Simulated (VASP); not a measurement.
Runs of VASP 6.6.1 on NaF. It takes space group Fm-3m (No. 225, cubic). The conventional cell has a = 4.640 Å, b = 4.640 Å, c = 4.640 Å, α = 90.00°, β = 90.00°, γ = 90.00°. Na (site symmetry m-3m) is surrounded by 6 F at 2.32 Å. Around F (site symmetry m-3m) lie 6 Na at 2.32 Å. 

```tsv
task	level	potentials or basis	cell	cutoff (eV)	gap on the mesh (eV)	pressure (GPa)	relaxed volume (Å³/atom)
relaxation of cell and atoms	RPBE	VASP PAW PBE potentials, release 64 (Na_pv, F)	relaxed	600	(b)	0.0	13.92
relaxation of cell and atoms	PBE+D3(BJ)	VASP PAW PBE potentials, release 64 (Na_pv, F)	relaxed	600	6.36	0.0	12.32
single point	PBEsol	VASP PAW PBE potentials, release 64 (Na_pv, F)	as given	520	6.14	(a)	-
relaxation of cell and atoms	PBE	VASP PAW PBE potentials, release 64 (Na_pv, F)	relaxed	600	6.09	0.0	12.94
relaxation of cell and atoms	LDA	VASP PAW LDA potentials, release 64 (Na_pv, F)	relaxed	600	6.47	0.0	11.36
```

Alike in all rows: no spin polarisation; k mesh 8 × 8 × 8; smearing gaussian 0.02 eV.

Task: Fill in the values left out.

Result: (a) -0.4; (b) 6.04.

Caveats: the PAW data sets were made with another functional, which shifts forces and pressure a little (some runs); the volume moved by +11 % from the deposited cell, more than functionals usually miss (some runs).

A k mesh can miss the band edges.
